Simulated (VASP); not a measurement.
Here is the system:

```
CSi
1.0
    0.00000     2.17281     2.17281
    2.17281     0.00000     2.17281
    2.17281     2.17281     0.00000
Si C
1 1
Cartesian
  0.00000   0.00000   0.00000
  1.08640   1.08640   1.08640
```

All values below come from PBE GGA, VASP's PBE PAW potentials (set 64) (plane waves; VASP). Run with 620 eV cut-off, 10×10×10 Γ-centred mesh, Gaussian smearing of 0.050 eV, potentials Si C.

### Question
Estimate the energy per atom (σ→0), pressure, band gap (on the k-mesh) with the smallest direct gap where there is one.

### Answer

The band gap (on the k-mesh) is 1.35 eV and the smallest direct gap (on the k-mesh) is 4.55 eV. The energy per atom (σ→0) comes out as -7.528 eV/atom and the pressure is 5.00 GPa.

The absolute energy has meaning only against runs of the same code, potentials and settings.

The compound is SiC in the zinc blende structure. It was relaxed first under an external pressure of 5 GPa.
